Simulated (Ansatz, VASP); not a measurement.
# TiC (Khamrabaevite): VASP beside Ansatz

One calculation is typed for both programs; each brings its own data sets and cutoff. How far apart do they land? The cell is a member of a volume series, scaled by 1.04 from a relaxed one, so a pressure remains.

Program: Ansatz 0.2.0. Level of theory: plane waves, with VASP 6.6.1 beside it; single point at PBEsol. Results are calculated unless marked as measured.

## (1) Starting point

It takes space group Fm-3m (No. 225, cubic). Conventional cell: a = 4.351 Å, b = 4.351 Å, c = 4.351 Å, α = 90.00°, β = 90.00°, γ = 90.00°. Nearest to Ti lie 6 C at 2.18 Å. Nearest to C lie 6 Ti at 2.18 Å. Farther neighbours are not listed.

Coordinates:

```
Ti C
1.0
     0.00000    2.17573    2.17573
     2.17573    0.00000    2.17573
     2.17573    2.17573    0.00000
Ti C
1 1
Direct
  0.00000 0.00000 0.00000
  0.50000 0.50000 0.50000
```

## (2) VASP: single point, PBEsol, volume scaled by 1.04

With cell and atoms fixed, the geometry can't cause a difference; cores, projectors, grids and the points listed under the comparison can.

Lines of VASP's logs that name or quote its potential files are left out, and so is its time.

The input, INCAR:

```
SYSTEM = TiC
PREC = Accurate
ENCUT = 520
EDIFF = 1E-06
NELM = 100
ISMEAR = 0
SIGMA = 0.05
LREAL = .FALSE.
ALGO = Normal
GGA = PS
NBANDS = 14
LASPH = .TRUE.
LORBIT = 11
LWAVE = .FALSE.
LCHARG = .FALSE.
KPAR = 2
ISIF = 2
```

The input, POSCAR:

```
TiC
1.0
    0.0000000000      2.1757284486      2.1757284486
    2.1757284486      0.0000000000      2.1757284486
    2.1757284486      2.1757284486      0.0000000000
Ti C
1 1
Direct
    0.0000000000      0.0000000000      0.0000000000
    0.5000000000      0.5000000000      0.5000000000
```

The input, KPOINTS:

```
Automatic mesh
0
Gamma
8 8 8
0 0 0
```

PAW data sets: Ti_sv and C (PBE family, release 64).

Started as:

```console
$ mpirun -np 2 vasp_std
```

Numbers of over 12 decimals in the logs are rounded to 6 here.

Log:

```text
[banner, memory and clock lines left out]
running    2 mpi-ranks, on    1 nodes
 distrk:  each k-point on    1 cores,    2 groups
 distr:  one band on    1 cores,    1 groups

 POSCAR found type information on POSCAR TiC
 POSCAR found :  2 types and       2 ions
|                                                                             |
|               ----> ADVICE to this user running VASP <----                  |
|                                                                             |
|     You enforced a specific xc type in the INCAR file but a different       |
|     [... a line on the potential file left out ...]
|     I HOPE YOU KNOW WHAT YOU ARE DOING!                                     |
|                                                                             |

 LDA part: xc-table for (Slater+PW92), standard interpolation
 POSCAR, INCAR and KPOINTS ok, starting setup
 FFT: planning ... GRIDC
 FFT: planning ... GRID_SOFT
 FFT: planning ... GRID
 WAVECAR not read
 entering main loop
       N       E                     dE             d eps       ncg     rms          rms(c)
DAV:   1     0.121187292095E+03    0.12119E+03   -0.79370E+03   812   0.135E+03
DAV:   2    -0.162408860655E+02   -0.13743E+03   -0.12892E+03   860   0.354E+02
DAV:   3    -0.248435751897E+02   -0.86027E+01   -0.83753E+01  1094   0.856E+01
DAV:   4    -0.252313204189E+02   -0.38775E+00   -0.38754E+00  1026   0.165E+01
DAV:   5    -0.252406119424E+02   -0.92915E-02   -0.92914E-02  1064   0.218E+00    0.181E+01
DAV:   6    -0.204561228222E+02    0.47845E+01   -0.13084E+01  1130   0.598E+01    0.695E+00
DAV:   7    -0.198347994332E+02    0.62132E+00   -0.22620E+00  1006   0.223E+01    0.498E+00
DAV:   8    -0.198008231586E+02    0.33976E-01   -0.10792E-01   914   0.371E+00    0.350E+00
DAV:   9    -0.197805670961E+02    0.20256E-01   -0.14318E-01  1002   0.518E+00    0.811E-01
DAV:  10    -0.197786143807E+02    0.19527E-02   -0.13854E-02  1024   0.152E+00    0.753E-01
DAV:  11    -0.197754154345E+02    0.31989E-02   -0.59330E-03   884   0.110E+00    0.260E-01
DAV:  12    -0.197752270205E+02    0.18841E-03   -0.54147E-04  1074   0.313E-01    0.673E-02
DAV:  13    -0.197752048959E+02    0.22125E-04   -0.10404E-04   926   0.919E-02    0.161E-02
DAV:  14    -0.197752022138E+02    0.26821E-05   -0.50689E-06   980   0.345E-02    0.496E-03
DAV:  15    -0.197752020167E+02    0.19711E-06   -0.45506E-07   514   0.103E-02
   1 F= -.19775202E+02 E0= -.19774765E+02  d E =-.874255E-03
```

From OUTCAR (step 2):

```text
ion  position               nearest neighbor table
   1  0.000  0.000  0.000-   2 2.18   2 2.18   2 2.18   2 2.18   2 2.18   2 2.18
   2  0.500  0.500  0.500-   1 2.18   1 2.18   1 2.18   1 2.18   1 2.18   1 2.18

  LATTYP: Found a face centered cubic cell.
 ALAT       =     4.3514568972

 Subroutine GETGRP returns: Found 48 space group operations
 (whereof 48 operations were pure point group operations)

The static configuration has the point symmetry O_h .

 Found     29 irreducible k-points:

   k-points           NKPTS =     29   k-points in BZ     NKDIM =     29   number of bands    NBANDS=     14

   dimension x,y,z NGX =    24 NGY =   24 NGZ =   24
   dimension x,y,z NGXF=    48 NGYF=   48 NGZF=   48

   ENCUT  =  520.0 eV  38.22 Ry    6.18 a.u.   5.72  5.72  5.72*2*pi/ulx,y,z

   NELECT =      16.0000    total number of electrons

 k-points in reciprocal lattice and weights: Automatic mesh
   0.00000000  0.00000000  0.00000000       0.002
   0.12500000  0.00000000  0.00000000       0.016
   0.25000000  0.00000000  0.00000000       0.016
   0.37500000  0.00000000  0.00000000       0.016
   0.50000000  0.00000000  0.00000000       0.008
   0.12500000  0.12500000  0.00000000       0.012
   0.25000000  0.12500000  0.00000000       0.047
   0.37500000  0.12500000  0.00000000       0.047
   0.50000000  0.12500000  0.00000000       0.047
[...]
-0.37500000  0.50000000  0.12500000       0.023
  -0.25000000  0.50000000  0.25000000       0.012

 average (electrostatic) potential at core
       1 -71.1980       2 -44.7885

 E-fermi :   9.1065

 k-point     1 :       0.0000    0.0000    0.0000
  band No.  band energies     occupation
      1     -47.2332      2.00000
      2     -23.3666      2.00000
      3     -23.3666      2.00000
      4     -23.3666      2.00000
      5      -3.1603      2.00000
      6       9.7968      0.00000
      7       9.7968      0.00000
      8       9.7968      0.00000
      9      10.8309      0.00000
     10      10.8309      0.00000
    ...

 k-point     2 :       0.1250    0.0000    0.0000
  band No.  band energies     occupation
    ...
      4     -23.3735      2.00000
      5      -2.8152      2.00000
      6       8.5080      2.00000
      7       8.8676      2.00000
      8       8.8676      2.00000
      9      10.2161      0.00000
     10      10.2161      0.00000
     11      11.3627      0.00000
     12      12.8768      0.00000
     13      12.8768      0.00000
    ...

 k-point     3 :       0.2500    0.0000    0.0000
  band No.  band energies     occupation
    ...
      4     -23.3902      2.00000
      5      -1.8635      2.00000
      6       6.4224      2.00000
      7       7.4769      2.00000
      8       7.4769      2.00000
      9      10.8617      0.00000
     10      10.8617      0.00000
     11      11.9214      0.00000
     12      14.9266      0.00000
     13      14.9266      0.00000
    ...

  Total       -1.2414502     -1.2414502     -1.2414502     -0.0000000      0.0000000      0.0000000
  in kB      -96.5596772    -96.5596772    -96.5596772     -0.0000000      0.0000000      0.0000000
  external PRESSURE =     -96.5596772 kB  Pullay stress =       0.0000000 kB

  energy-cutoff  :      520.00
  volume of cell :       20.60
      direct lattice vectors                 reciprocal lattice vectors
     0.000000000  2.175728449  2.175728449    -0.229808090  0.229808090  0.229808090
     2.175728449  0.000000000  2.175728449     0.229808090 -0.229808090  0.229808090
     2.175728449  2.175728449  0.000000000     0.229808090  0.229808090 -0.229808090

 POSITION                                       TOTAL-FORCE (eV/Angst)
 -----------------------------------------------------------------------------------
      0.00000      0.00000      0.00000        -0.000000      0.000000      0.000000
      2.17573      2.17573      2.17573         0.000000     -0.000000      0.000000
 -----------------------------------------------------------------------------------
    total drift:                                0.000000     -0.000000     -0.000000

  FREE ENERGIE OF THE ION-ELECTRON SYSTEM (eV)
  ---------------------------------------------------
  free  energy   TOTEN  =       -19.7752020167 eV

  energy  without entropy=      -19.7743277614  energy(sigma->0) =      -19.77476489

 total charge
# of ion       s       p       d       tot
------------------------------------------
    1        2.197   6.242   1.946  10.386
    2        0.887   1.483   0.000   2.371
--------------------------------------------------
tot          3.085   7.726   1.946  12.756

[... 3 further parts left out ...]
```

The scan keeps the cell's shape and the fractional positions fixed.

## (3) Ansatz: single point, PBEsol, volume scaled by 1.04

Ansatz runs on its default PAW (the set named soft_2) files.

The same cell, functional, mesh and smearing now go to Ansatz, which takes its cutoff from its data sets.

The input, input.yaml:

```yaml
crystal:
  lattice:
    - [0.0, 2.1757284486, 2.1757284486]
    - [2.1757284486, 0.0, 2.1757284486]
    - [2.1757284486, 2.1757284486, 0.0]
  atoms:
    - { symbol: Ti, position: [0.0, 0.0, 0.0] }
    - { symbol: C, position: [0.5, 0.5, 0.5] }
hamiltonian:
  xc: pbesol
  pseudopotentials: { kind: paw }
kpoints:
  mp_grid: { grid: [8, 8, 8] }
scf:
  occupations: { method: gaussian, width: 0.05 }
  n_extra_bands: 4
output:
  forces: true
  stress: true
  eigenvalues: true
```

Started as:

```console
$ ansatz run input.yaml --threads 2 --pin off --max-ram 4608MiB --backend cpu --events-out ev --progress --plain --runs-dir out
```

Log:

```text
scf.n_extra_bands = 4 over 8 filled bands (N_el = 16.0): the run solves 12 bands
Engine: ansatz 0.2.0, aarch64-unknown-linux-gnu
Pseudopotentials: kind: paw
Pseudopotential: Ti, paw, valence charge 12, recommended cutoff 420 eV (normal), Ti.paw.azcp
Pseudopotential: C, paw, valence charge 4, recommended cutoff 420 eV (normal), C.paw.azcp
Functional definition: PBEsol
  exchange = pbesol_x
  correlation = pbesol_c
Crystal: 2 atoms, lattice volume = 20.599 Å³
Basis set: ecut = 420 eV, 411 PW (Γ), exchange–correlation on 48×48×48 points (8 copies of the dense FFT grid, shifted against one another)
Bands: 12, of which v1, the nominal top of the filled ones, is band 8 counted from 1 (7 counted from 0)
Symmetry: 48 space group operations
Space group: Fm-3m (ITA 225), of the structure as read, at distance tolerance 2.7e-5 Å
k-points: 29 of 512
Non-local potential: Ti, projectors of the file, l = 0: 3, l = 1: 2, l = 2: 3, l = 3: 1
Non-local potential: C, projectors of the file, l = 0: 2, l = 1: 2, l = 2: 1
PAW form: soft (Blöchl's): semilocal exchange-correlation on the pseudo side does not see the compensation charge
PAW frozen core: Ti, regenerated for the run's functional, and the local potential with it (the file was generated under x = pbe(κ = 0.804, μ = 0.219515), c = pbe(β = 0.066725))
PAW frozen core: C, regenerated for the run's functional, and the local potential with it (the file was generated under x = pbe(κ = 0.804, μ = 0.219515), c = pbe(β = 0.066725))
PAW one-centre angular grid: Ti, 590 points (default); XC on 64 Gauss nodes
PAW one-centre angular grid: C, 110 points (default); XC on 64 Gauss nodes
Initial density: superposition of atomic densities (neutral atoms: chi_scale 0, normalization atom), corrected by the library's trained network
Initial wavefunctions: pseudopotential atomic-orbital guess
Functional: x = pbesol(κ = 0.804, μ = 0.123457), c = pbesol(β = 0.046)
SCF iter   1: F=—  HF=-2722.396282 eV  |F-HF|=—  |Δ(HF+E_count)|=         —  Δρ=1.01e-2  dr2=2.37e-2  ethr=1.77e-3  ⟨swp⟩=4.3  Hψ=1712  notcnv=0
preconditioner: auto → none  [insulator: Δε(μ)=0.202 eV  Ē_g=7.770 eV  σ=0.050 eV  W_gap=0.58  n_scr=8 (ndim 8)  ℏωp=23.1 eV  f_vac=0.000  D(μ)=0.68/eV (n_scr^D=0)  ε∞_Penn≈9.9]
SCF iter   2: F=—  HF=-2722.391129 eV  |F-HF|=—  |Δ(HF+E_count)|=   5.15e-3  Δρ=3.72e-3  dr2=3.39e-3  ethr=1.48e-4  ⟨swp⟩=2.0  Hψ=693  notcnv=0  defer=2
SCF iter   3: F=—  HF=-2722.390572 eV  |F-HF|=—  |Δ(HF+E_count)|=   5.57e-4  Δρ=6.64e-4  dr2=9.04e-5  ethr=2.12e-5  ⟨swp⟩=2.0  Hψ=393  notcnv=0  defer=2
SCF iter   4: F=—  HF=-2722.390553 eV  |F-HF|=—  |Δ(HF+E_count)|=   1.91e-5  Δρ=8.12e-5  dr2=6.79e-7  ethr=5.65e-7  ⟨swp⟩=2.0  Hψ=392  notcnv=0  defer=2
iter 5 did not close the SCF: its close was put off for the readings that it lacked (scf_convergence_deferred on its scf_iter line)
SCF iter   5: F=-2722.390553 eV  HF=-2722.390553 eV  |F-HF|=1.02e-8  |Δ(HF+E_count)|=   2.79e-7  Δρ=1.15e-5  dr2=2.13e-8  ethr=4.25e-9  ⟨swp⟩=2.2  Hψ=462  notcnv=0  defer=2
SCF iter   6: F=-2722.390553 eV  HF=-2722.390553 eV  |F-HF|=9.82e-11  |Δ(HF+E_count)|=  8.41e-10  Δρ=9.10e-7  dr2=1.37e-10  ethr=1.33e-10  ⟨swp⟩=2.1  Hψ=1114  notcnv=0
SCF 1 converged in 6 iterations: F = -2722.390553 eV  dr2 = 1.37e-10
  greatest PAW one-centre occupation: 0.999 electrons in one spin orbital (limit 2), on the Ti atom at site 0 (counted from 0), in its partial waves of l = 0
SCF converged after 6 iterations
Free energy (F): -2722.390553 eV
Harris-Foulkes:  -2722.390553 eV  (|F-HF|=9.82e-11)
Internal energy: -2722.389688 eV  (E = F + TS)
E sigma→0 (E₀):  -2722.390121 eV
Entropy (-TS):   -0.000865 eV (-0.433 meV/atom)
Fermi energy:    14.312301 eV
--- Per-component energies (eV) ---
  E_band       = -115.100737
  E_kinetic    = 360.697629
  E_local      = -783.721362  (includes V_loc(G=0)·N_el)
  E_nonlocal   = 33.142044
  E_hartree    = 316.218850
  E_xc         = -145.958188
  E_vxc        = -182.937006  (∫ρ·V_xc dr)
  E_paw        = -1116.075215  (= ΣΔE_a)
  E_vpaw       = -174.719872  (= ΣTr[D̂ρ^β])
  E_aug_tail   = 0.000184  (compensation charges beyond the density's cutoff)
  E_ewald      = -1386.854114
  E_core_change = 0.160485  (= ΣΔE_core)
  E_smearing   = -0.000865  (= −TS)
  E_closure    = -0.000000  (closes the sum)
  Σ components = -2722.390553   (vs F -2722.390553, Δ=0.00e0)
--- Forces (eV/Å), atoms counted from 1 ---
  atom   1  Ti    -0.00000000     0.00000000    -0.00000000
  atom   2  C      0.00000000     0.00000000    -0.00000000
  max |Σ_I F_I| component: 2.07e-30 eV/Å
--- Stress (GPa, compression-positive) ---
       -9.921184      -0.000000      -0.000000
        0.000000      -9.921184      -0.000000
        0.000000      -0.000000      -9.921184
  P = ⅓ Tr σ = -9.9212 GPa (-99.212 kbar)
--- Band table (eV; the first three rows and the last of 29) ---
  k-point 0: bands = [... 4 lower, 2.0365, 15.0087, 15.0087, 15.0087, 16.0334, 16.0334, 16.0334, 16.0539]
  k-point 1: bands = [... 4 lower, 2.3830, 13.7141, 14.0752, 14.0752, 15.4295, 15.4295, 16.5721, 18.0904]
  k-point 2: bands = [... 4 lower, 3.3380, 11.6259, 12.6820, 12.6820, 16.0770, 16.0770, 17.1337, 20.1428]
  k-point 28: bands = [... 4 lower, 4.9278, 11.2094, 11.2094, 11.6720, 17.0974, 17.0974, 17.8182, 19.4132]
```

Elapsed: 0.78 s, on 2 threads of Arm Neoverse N1, shared host; peak memory 0.27 GiB.

Reading the cycles: dr2 is the Hartree energy of the density residual (eV), the measure of convergence; HF is the Harris–Foulkes estimate of the energy, which meets the free energy F at convergence.

The run ends at a pressure of -9.92 GPa.

## (4) Comparison

Known differences besides the potentials themselves: the cutoff is 420 eV in Ansatz and 520 eV in VASP; Ansatz makes its cores anew for this functional, VASP keeps those of its PBE data sets. Total energies have different zeros and are not compared.

The two programs side by side:

```csv
quantity,Ansatz,VASP,difference
pressure (GPa),-9.92,-9.66,-0.27
pressure without Ansatz's Pulay correction (GPa),-10.18,-9.66,-0.53
```

Ansatz's pressure holds a Pulay correction of 0.26 GPa; VASP's holds none.

## (5) What came out

```
difference in pressure (single point, PBEsol, volume scaled by 1.04) : -0.27 GPa
```

**Reading.** The difference in pressure is -0.27 GPa (single point, PBEsol, volume scaled by 1.04), within the 1 GPa picked in this series as the mark of a large difference. 1 further run of this series is not shown here. How closely two codes agree says nothing of how well the functional describes the real material.

[Lines on the potential files, build, host, timing and source positions are cut from VASP's logs without a mark.]

[Logs are printed without paths, hosts, clocks, repeated set-up lines and the standing remarks that a program may print on its own settings, such as how far it seeks lower states.]

[Hosts, paths, dates, database ids (printed as entryN), source tags and the programs' standing remarks are cut or masked in the printed files.]
